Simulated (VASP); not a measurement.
# Ca2ZrN2 (Immm) in VASP: further runs

The runs below take Ca2ZrN2 through single point, relaxation of cell and atoms, with r2SCAN, PBE.

All numbers are computed with VASP 6.6.1; they aren't measurements. Logs are shortened: lines on timing, memory, paths and dates and some standing lists are left out, and cuts for length are marked.

### 1 Starting point

The structure is orthorhombic, space group Immm (No. 71). The conventional cell has a = 3.293 Å, b = 5.125 Å, c = 10.313 Å, α = 90.00°, β = 90.00°, γ = 90.00°. Around Ca (site symmetry mm2) lie 4 N at 2.46 to 2.58 Å. Zr (site symmetry mmm) has 4 N at 2.23 Å as nearest neighbours. N (site symmetry mm2) is surrounded by 2 Zr at 2.23 Å and 2 Ca at 2.46 Å.

The cell was built by a generator and needn't be a form met in nature.

### 2 Single point, r2SCAN

The input, INCAR:

```
  PREC = Accurate
  ENCUT = 520
  EDIFF = 1E-6
  ISMEAR = 0
  SIGMA = 0.1
  LREAL = False
  LASPH = True
  NELM = 150
  ALGO = Normal
  ISIF = 2
  LWAVE = False
  LCHARG = False
  METAGGA = R2SCAN
  LMIXTAU = True
  KPAR = 8
```

The input, KPOINTS:

```
Automatic mesh
0
Gamma
  10 10 10
```

The input, POSCAR:

```
Ca2ZrN2                                 
1.0
   -1.6465501896      2.5623932406      5.1563603750
    1.6465501896     -2.5623932406      5.1563603750
    1.6465501896      2.5623932406     -5.1563603750
  Ca              Zr              N             
     2     1     2
Direct
     0.8221655630458570    0.3221655630458570    0.5000000000000000
     0.1778344369541430    0.6778344369541430    0.5000000000000000
     0.5000000000000000    0.0000000000000000    0.5000000000000000
     0.3548354320812251    0.3548354320812251    1.0000000000000000
     0.6451645679187749    0.6451645679187749    0.0000000000000000
```

Potentials or basis: VASP PAW PBE potentials, release 64 (Ca_sv, Zr_sv, N).

Started as:

```console
$ cat potpaw_PBE.64/Ca_sv/POTCAR potpaw_PBE.64/Zr_sv/POTCAR potpaw_PBE.64/N/POTCAR > POTCAR
$ mpirun -np 8 vasp_std > vasp.out
```

OUTCAR:

```text
PREC = Accurate
   ENCUT = 520
   EDIFF = 1E-6
   ISMEAR = 0
   LREAL = False
   LASPH = True
   NELM = 150
   ISIF = 2
   METAGGA = R2SCAN

 ion  position               nearest neighbor table
   1  0.822  0.322  0.500-   5 2.46   5 2.46   3 3.32
   2  0.178  0.678  0.500-   4 2.46   4 2.46   3 3.32
   3  0.500  0.000  0.500-   5 2.23   4 2.23   5 2.23   4 2.23   2 3.32   1 3.32
   4  0.355  0.355  0.000-   3 2.23   3 2.23   2 2.46   2 2.46
   5  0.645  0.645  0.000-   3 2.23   3 2.23   1 2.46   1 2.46

  LATTYP: Found a body centered orthorhombic cell.
 ALAT       =     3.2931003792
 B/A-ratio  =     1.5562193347
 C/A-ratio  =     3.1316144552

  Lattice vectors:

 A1 = (  -1.6465501896,   2.5623932406,   5.1563603750)
 A2 = (   1.6465501896,  -2.5623932406,   5.1563603750)
 A3 = (   1.6465501896,   2.5623932406,  -5.1563603750)

Analysis of symmetry for initial positions (statically):
=====================================================================
 Subroutine PRICEL returns:
 Original cell was already a primitive cell.

 Routine SETGRP: Setting up the symmetry group for a
 body centered orthorhombic supercell.

 Subroutine GETGRP returns: Found  8 space group operations
 (whereof  8 operations were pure point group operations)
 out of a pool of  8 trial point group operations.

The static configuration has the point symmetry D_2h.

Analysis of symmetry for dynamics (positions and initial velocities):
=====================================================================
 Subroutine PRICEL returns:
 Original cell was already a primitive cell.

 Routine SETGRP: Setting up the symmetry group for a
 body centered orthorhombic supercell.

 Subroutine GETGRP returns: Found  8 space group operations
 (whereof  8 operations were pure point group operations)
 out of a pool of  8 trial point group operations.

The dynamic configuration has the point symmetry D_2h.

 Subroutine INISYM returns: Found  8 space group operations
 (whereof  8 operations are pure point group operations),
 and found     1 'primitive' translations

----------------------------------------------------------------------------------------

                                     Primitive cell

  volume of cell :      87.0210

  direct lattice vectors                    reciprocal lattice vectors
[... 93 lines left out ...]
   EDIFF  = 0.1E-05   stopping-criterion for ELM
   LREAL  =      F    real-space projection
   EDIFFG = 0.1E-04   stopping-criterion for IOM
   NSW    =      0    number of steps for IOM
   IBRION =     -1    ionic relax: 0-MD 1-quasi-New 2-CG
   NFREE  =      0    steps in history (QN), initial steepest desc. (CG)
   ISIF   =      2    stress and relaxation
   ISYM   =      2    0-nonsym 1-usesym 2-fastsym
   POTIM  = 0.5000    time-step for ionic-motion
   TEBEG  =    0.0;   TEEND  =   0.0 temperature during run
   PSTRESS=    0.0 pullay stress
   NELECT =      42.0000    total number of electrons
   NUPDOWN=      -1.0000    fix difference up-down
   EMIN   =  10.00;   EMAX   =-10.00  energy-range for DOS
   EFERMI =   0.00;   METHOD = LEGACY
   ISMEAR =     0;   SIGMA  =   0.10  broadening in eV -4-tet -1-fermi 0-gaus
   EFERMI_NEDOS =   21; number of points for ismear=-14 and -15
   IALGO  =     38    algorithm
   IMIX   =      4    mixing-type and parameters
     AMIX     =   0.40;   BMIX     =  1.00
     AMIX_MAG =   1.60;   BMIX_MAG =  1.00
  volume/ion in A,a.u.               =      17.40       117.45
  Fermi-wavevector in a.u.,A,eV,Ry     =   1.284152  2.426696 22.436654  1.649048
  Thomas-Fermi vector in A             =   2.416363
   LORBIT       =      0    0 simple, 1 ext, 2 COOP (PROOUT), +10 PAW based schemes
   METAGGA = R2SCAN    functional components
   LHFCALC =     F    Hartree Fock is set to
   AEXX    =    0.0000 exact exchange contribution
   IVDW    =     0    specifies the selected vdW correction
   LEPSILON=     F    determine dielectric tensor
   LRPA    =     F    only Hartree local field effects (RPA)
 non-spin polarized calculation
 Gauss-broadening in eV      SIGMA  =   0.10
  energy-cutoff  :      520.00
  volume of cell :       87.02
 maximum number of plane-waves:      2364
 NGX is ok and might be reduce to    48
   NGX = 23   NGY = 23   NGZ = 23

 number of electron      42.0000000 magnetization

 Free energy of the ion-electron system (eV)
  ---------------------------------------------------
  ext. energy  EPLUGINS =         0.00000000
  ---------------------------------------------------
  free energy    TOTEN  =       -61.35153893 eV

  energy without entropy =      -61.34435529  energy(sigma->0) =      -61.34794711

 E-fermi :   5.8537     XC(G=0): -10.8397

 val. band max:        5.8422923027   @ k =  -0.3000   0.3000   0.3000
 cond. band min:       5.8739809507   @ k =  -0.2000   0.3000   0.2000
 fundamental gap:      0.0316886480
 Fermi energy:         5.8537302282

 k-point     1 :       0.0000    0.0000    0.0000
  band No.  band energies     occupation
      1     -45.0668      2.00000
      2     -36.5839      2.00000
      3     -36.5164      2.00000
      4     -22.5453      2.00000
      5     -22.4985      2.00000
      6     -22.1324      2.00000
[... 661 lines left out ...]
     24       7.6938      0.00000
     25       8.5729      0.00000

 [... further k-points ...]

------------------------ aborting loop because EDIFF is reached ----------------------------------------

  FORCE on cell =-STRESS in cart. coord.  units (eV):
  Direction    XX          YY          ZZ          XY          YZ          ZX
  --------------------------------------------------------------------------------------
  -------------------------------------------------------------------------------------
  Total       -0.4485174     -0.3299166     -0.2812496      0.0000000      0.0000000      0.0000000
  in kB       -8.2578286     -6.0742227     -5.1781964      0.0000000      0.0000000      0.0000000
  external PRESSURE =      -6.5034159 kB  Pullay stress =       0.0000000 kB

 VOLUME and BASIS-vectors are now :
 -----------------------------------------------------------------------------
  energy-cutoff  :      520.00
  volume of cell :       87.02
      direct lattice vectors                 reciprocal lattice vectors
    -1.646550190  2.562393241  5.156360375     0.000000000  0.195130081  0.096967621
     1.646550190 -2.562393241  5.156360375     0.303665204  0.000000000  0.096967621
     1.646550190  2.562393241 -5.156360375     0.303665204  0.195130081  0.000000000

 POSITION                                       TOTAL-FORCE (eV/Angst)
 -----------------------------------------------------------------------------------
      0.00000      2.56239      3.32240         0.000000     -0.000000      0.021937
      1.64655      0.00000      1.83396         0.000000      0.000000     -0.021937
      0.00000      2.56239      0.00000        -0.000000     -0.000000     -0.000000
      0.00000      0.00000      3.65932        -0.000000     -0.000000      0.015815
      0.00000      0.00000      6.65340         0.000000      0.000000     -0.015815
 -----------------------------------------------------------------------------------
    total drift:                               -0.000000     -0.000000      0.000000

  FREE ENERGIE OF THE ION-ELECTRON SYSTEM (eV)
  ---------------------------------------------------
  free  energy   TOTEN  =       -61.3515389271 eV

  energy  without entropy=      -61.3443552902  energy(sigma->0) =      -61.34794711
```

stdout:

```text
POSCAR found type information on POSCAR CaZrN
 POSCAR found :  3 types and       5 ions
 scaLAPACK will be used
 -----------------------------------------------------------------------------
|                                                                             |
|           W    W    AA    RRRRR   N    N  II  N    N   GGGG   !!!           |
|           W    W   A  A   R    R  NN   N  II  NN   N  G    G  !!!           |
|           W    W  A    A  R    R  N N  N  II  N N  N  G       !!!           |
[... 20 lines left out ...]
 -----------------------------------------------------------------------------

 LDA part: xc-table for (None), standard interpolation
 POSCAR, INCAR and KPOINTS ok, starting setup
 FFT: planning ... GRIDC
 FFT: planning ... GRID_SOFT
 FFT: planning ... GRID
 WAVECAR not read
 entering main loop
```

It took 4 min on 8 MPI ranks of Intel Xeon 6975P-C (Granite Rapids), shared host; peak memory 0.64 GiB.

Results:

| Property | Result |
| --- | --- |
| Free energy | -61.3515 eV |
| Pressure | -0.7 GPa |
| Largest force | 0.022 eV/Å |
| Band gap on the k mesh | none (metal or under the smearing width) |

Forces on the atoms (eV/Å):
```
Ca   0.000  0.000  0.022
Ca   0.000  0.000 -0.022
Zr   0.000  0.000  0.000
N    0.000  0.000  0.016
N    0.000  0.000 -0.016
```

Stress tensor (GPa, compression positive):
```
-0.83  0.00  0.00
 0.00 -0.61  0.00
 0.00  0.00 -0.52
```

Caveat: the PAW data sets were made with another functional, which shifts forces and pressure a little.

### 3 Relaxation of cell and atoms, PBE

This run uses another cell than the first one, of 17.31 Å³/atom, 0.995 times its volume.

The input, INCAR:

```
SYSTEM = Ca2ZrN2
ALGO = Normal
EDIFF = 1E-6
EDIFFG = -0.01
ENCUT = 520
GGA = PE
IBRION = 2
ISIF = 3
ISMEAR = 0
KPAR = 8
LASPH = .TRUE.
LCHARG = .FALSE.
LREAL = .FALSE.
LWAVE = .FALSE.
NELM = 120
NSW = 90
PREC = Accurate
SIGMA = 0.1
```

The input, KPOINTS:

```
k-points
0
G
  10 10 10
  0 0 0
```

The input, POSCAR:

```
Ca2ZrN2
1.0
   -1.6470000000      2.5460000000      5.1600000000
    1.6470000000     -2.5460000000      5.1600000000
    1.6470000000      2.5460000000     -5.1600000000
Ca Zr N
2 1 2
Direct
    0.8217054300      0.3217054300      0.5000000000
    0.1782945700      0.6782945700      0.5000000000
    0.5000000000      0.0000000000      0.5000000000
    0.3548449600      0.3548449600      0.0000000000
    0.6451550400      0.6451550400      0.0000000000
```

Potentials or basis: VASP PAW PBE potentials, release 64 (Ca_sv, Zr_sv, N).

Started as:

```console
$ cat potpaw_PBE.64/Ca_sv/POTCAR potpaw_PBE.64/Zr_sv/POTCAR potpaw_PBE.64/N/POTCAR > POTCAR
$ mpirun -np 8 vasp_std > vasp.out
```

Run time: 2.9 min. Hardware: 8 MPI ranks of Intel Xeon 6975P-C (Granite Rapids), shared host; peak memory 0.62 GiB.

It converged, with:

| Item | Value |
| --- | --- |
| Free energy | -34.3609 eV |
| Relaxed volume | 17.40 Å³/atom |
| Relaxed cell | a = 5.988 Å, b = 5.988 Å, c = 5.988 Å, α = 148.08°, β = 129.33°, γ = 61.15° |
| Space group after relaxing (to 0.05 Å) | Immm (No. 71) |
| Energy gained by relaxing | 0.3 meV/atom |
| Ionic steps | 7 |
| Pressure after relaxing | 0.0 GPa |
| Largest force after relaxing | 0.006 eV/Å |
| Band gap on the k mesh | none (metal or under the smearing width) |

Forces in eV/Å, atoms in the order of the input:
```
Ca   0.000  0.000  0.006
Ca   0.000  0.000 -0.006
Zr   0.000  0.000  0.000
N    0.000  0.000  0.002
N    0.000  0.000 -0.002
```

Step by step:
| step | energy change (eV) | largest force (eV/Å) | pressure (GPa) | volume (Å³) |
| --- | --- | --- | --- | --- |
| 1 | 0.0000 | 0.0422 | 0.37 | 86.55 |
| 2 | -0.0009 | 0.0176 | -0.15 | 87.05 |
| 3 | -0.0009 | 0.0178 | -0.15 | 87.04 |
| 4 | -0.0011 | 0.0359 | 0.03 | 87.01 |
| 5 | -0.0011 | 0.0273 | 0.01 | 87.01 |
| 6 | -0.0012 | 0.0174 | 0.00 | 87.02 |
| 7 | -0.0013 | 0.0057 | 0.00 | 87.02 |

Final structure:
```
Ca Zr N
1.0
    -1.64677    2.56244    5.15566
     1.64677   -2.56244    5.15566
     1.64677    2.56244   -5.15566
Ca Zr N
2 1 2
Direct
  0.82215 0.32215 0.50000
  0.17785 0.67785 0.50000
  0.50000 0.00000 0.50000
  0.35483 0.35483 0.00000
  0.64517 0.64517 0.00000
```

Levels at points of the mesh, in eV from the Fermi level:
```tsv
k point	band 17	band 18	band 19	band 20	band 21	band 22	band 23	band 24	band 25
(0.00, 0.00, 0.00)	-3.40	-2.80	-2.32	-2.03	-1.51	1.53	1.55	2.16	2.53
(0.50, 0.00, 0.00)	-3.71	-3.58	-2.00	-1.60	-0.04	-0.02	0.58	2.22	2.29
(0.00, 0.50, 0.00)	-3.07	-2.88	-2.57	-2.02	-0.92	-0.33	1.23	2.09	2.45
(0.50, 0.50, 0.00)	-3.27	-3.09	-2.68	-2.45	0.28	0.42	0.45	1.28	3.33
(0.50, 0.50, 0.50)	-3.11	-3.01	-2.41	-2.01	-1.53	0.05	2.06	2.37	2.40
```

[end of part 1 of 2]
